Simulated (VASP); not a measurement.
OSZICAR of a VASP run on GaN (wurtzite):

**OSZICAR**
```
       N       E                     dE             d eps       ncg     rms          rms(c)
DAV:   1     0.264171452568E+03    0.26417E+03   -0.19381E+04  1102   0.321E+03
DAV:   2    -0.170904680813E+02   -0.28126E+03   -0.27256E+03  1172   0.554E+02
DAV:   3    -0.522105978049E+02   -0.35120E+02   -0.34589E+02  1182   0.160E+02
DAV:   4    -0.536518187455E+02   -0.14412E+01   -0.14372E+01  1552   0.339E+01
DAV:   5    -0.536672117190E+02   -0.15393E-01   -0.15389E-01  1164   0.336E+00    0.102E+01
DAV:   6    -0.449684451835E+02    0.86988E+01   -0.12305E+01  1916   0.592E+01    0.345E+00
DAV:   7    -0.431987043433E+02    0.17697E+01   -0.16384E+00  1170   0.114E+01    0.229E+00
DAV:   8    -0.459901086720E+02   -0.27914E+01   -0.19991E+00  1520   0.164E+01    0.214E+00
DAV:   9    -0.449468527887E+02    0.10433E+01   -0.54808E-01  1250   0.789E+00    0.768E-01
DAV:  10    -0.438034027785E+02    0.11435E+01   -0.37867E-01  1384   0.654E+00    0.132E-01
DAV:  11    -0.438185923706E+02   -0.15190E-01   -0.33780E-02  1242   0.191E+00    0.276E-01
DAV:  12    -0.438124377316E+02    0.61546E-02   -0.21257E-03  1698   0.692E-01    0.228E-01
DAV:  13    -0.438173494488E+02   -0.49117E-02   -0.52762E-03  1676   0.112E+00    0.159E-01
DAV:  14    -0.438181045282E+02   -0.75508E-03   -0.49986E-03  1360   0.856E-01    0.379E-01
DAV:  15    -0.438189177684E+02   -0.81324E-03   -0.12983E-03  1474   0.772E-01    0.237E-01
DAV:  16    -0.438198442565E+02   -0.92649E-03   -0.12624E-03  1584   0.443E-01    0.940E-02
DAV:  17    -0.438197592982E+02    0.84958E-04   -0.19550E-04  1568   0.125E-01    0.278E-02
DAV:  18    -0.438197671227E+02   -0.78245E-05   -0.26594E-05  1888   0.949E-02    0.666E-03
DAV:  19    -0.438197534564E+02    0.13666E-04   -0.12475E-05  1726   0.518E-02    0.612E-03
DAV:  20    -0.438197670336E+02   -0.13577E-04   -0.47864E-06  1088   0.243E-02    0.502E-03
DAV:  21    -0.438197611571E+02    0.58764E-05   -0.42225E-07   564   0.626E-03    0.999E-03
DAV:  22    -0.438197735073E+02   -0.12350E-04   -0.41556E-07   546   0.129E-02    0.466E-03
DAV:  23    -0.438197690190E+02    0.44883E-05   -0.97368E-07   590   0.989E-03    0.908E-04
DAV:  24    -0.438197695441E+02   -0.52509E-06   -0.38042E-07   534   0.696E-03
   1 F= -.43819770E+02 E0= -.43819770E+02  d E =-.438198E+02
       N       E                     dE             d eps       ncg     rms          rms(c)
DAV:   1    -0.438751223967E+02   -0.55353E-01   -0.85457E-01  1302   0.218E+01    0.145E+00
DAV:   2    -0.438335808253E+02    0.41542E-01   -0.10260E-01  1522   0.795E+00    0.721E-01
DAV:   3    -0.438173300887E+02    0.16251E-01   -0.26822E-02  1614   0.424E+00    0.126E-01
DAV:   4    -0.438198219460E+02   -0.24919E-02   -0.52491E-03  1070   0.681E-01    0.126E-01
DAV:   5    -0.438195504488E+02    0.27150E-03   -0.18401E-04  1526   0.136E-01    0.964E-02
DAV:   6    -0.438191908203E+02    0.35963E-03   -0.54995E-04  1298   0.297E-01    0.855E-03
DAV:   7    -0.438193909875E+02   -0.20017E-03   -0.64565E-05  1056   0.764E-02    0.289E-03
DAV:   8    -0.438193924822E+02   -0.14947E-05   -0.23288E-06  1092   0.211E-02    0.216E-03
DAV:   9    -0.438194146442E+02   -0.22162E-04   -0.41705E-06  1054   0.242E-02    0.127E-03
DAV:  10    -0.438194077897E+02    0.68545E-05   -0.73692E-07   672   0.137E-02    0.912E-04
DAV:  11    -0.438194114533E+02   -0.36637E-05   -0.12640E-07   528   0.637E-03    0.645E-04
DAV:  12    -0.438194104835E+02    0.96987E-06   -0.33237E-08   528   0.292E-03
   2 F= -.43819410E+02 E0= -.43819410E+02  d E =0.359061E-03
       N       E                     dE             d eps       ncg     rms          rms(c)
DAV:   1    -0.438373369205E+02   -0.17925E-01   -0.24499E-01  1290   0.115E+01    0.792E-01
DAV:   2    -0.438251862260E+02    0.12151E-01   -0.30908E-02  1538   0.434E+00    0.388E-01
DAV:   3    -0.438206725140E+02    0.45137E-02   -0.73606E-03  1668   0.217E+00    0.711E-02
DAV:   4    -0.438212585263E+02   -0.58601E-03   -0.13463E-03  1070   0.350E-01    0.631E-02
DAV:   5    -0.438211343746E+02    0.12415E-03   -0.62543E-05  1474   0.779E-02    0.432E-02
DAV:   6    -0.438210697595E+02    0.64615E-04   -0.12998E-04  1318   0.134E-01    0.455E-03
DAV:   7    -0.438210927516E+02   -0.22992E-04   -0.15446E-05  1086   0.394E-02    0.353E-03
DAV:   8    -0.438210939901E+02   -0.12385E-05   -0.40337E-07   804   0.869E-03    0.194E-03
DAV:   9    -0.438210853277E+02    0.86623E-05   -0.87227E-07   642   0.128E-02    0.391E-04
DAV:  10    -0.438210890502E+02   -0.37225E-05   -0.22081E-07   528   0.882E-03    0.102E-04
DAV:  11    -0.438210885779E+02    0.47234E-06   -0.62684E-08   528   0.317E-03
   3 F= -.43821089E+02 E0= -.43821089E+02  d E =-.131903E-02
```

**Question.** Which electronic solver shows in the log?

**Answer.** It is blocked Davidson (ALGO = Normal, or the opening steps of other solvers). The INCAR had ALGO = Normal.

**Question.** Can the final energy be trusted as converged?

**Answer.** Self-consistency was reached. It stopped with EDIFF = 1E-6, NELM = 100, NSW = 60 and EDIFFG = -0.02 after 3 ionic steps (r2SCAN meta-GGA, plane waves, VASP's PBE PAW potentials (set 64)).

The compound is GaN in the wurtzite structure. This run relaxes it. Symmetry was kept, so distortions that lower it aren't found. The start is the result of an earlier pass.
